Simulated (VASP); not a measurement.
Given:

```xyz
2
Lattice="3.3233 0.0000 0.0000 0.0000 3.3233 0.0000 0.0000 0.0000 3.3233" Properties=species:S:1:pos:R:3 pbc="T T T"
Sc     0.0000     0.0000     0.0000
Si     1.6617     1.6617     1.6617
```

Level of theory: r2SCAN meta-GGA, VASP's PBE PAW potentials (set 64) (plane waves; VASP). Numerical set-up: 400 eV cut-off, 12×12×12 Γ-centred mesh, tetrahedra with Blöchl corrections, potentials Sc_sv Si.

Task: Give the energies of bands 5 to 10 at the high-symmetry points, in eV from the Fermi level.

Result: 
```
band       Γ      X      M      R
----  ------  -----  -----  -----
5     -11.12  -8.71  -7.70  -4.72
6      -0.97  -5.94  -3.52  -4.05
7      -0.97  -0.11  -3.52  -4.05
8       1.74  -0.11  -1.04  -4.05
9       1.74   0.15   1.40   2.84
10      1.74   2.99   1.40   2.84
```

It has no gap at this level: it comes out as a metal or semimetal.

The structure was generated: ScSi was put into the CsCl type type (Pm-3m), which need not be its known phase. It was relaxed first, which changed the volume by -25 %. The electron count is odd and the run is not spin-polarised, which forces a metal.
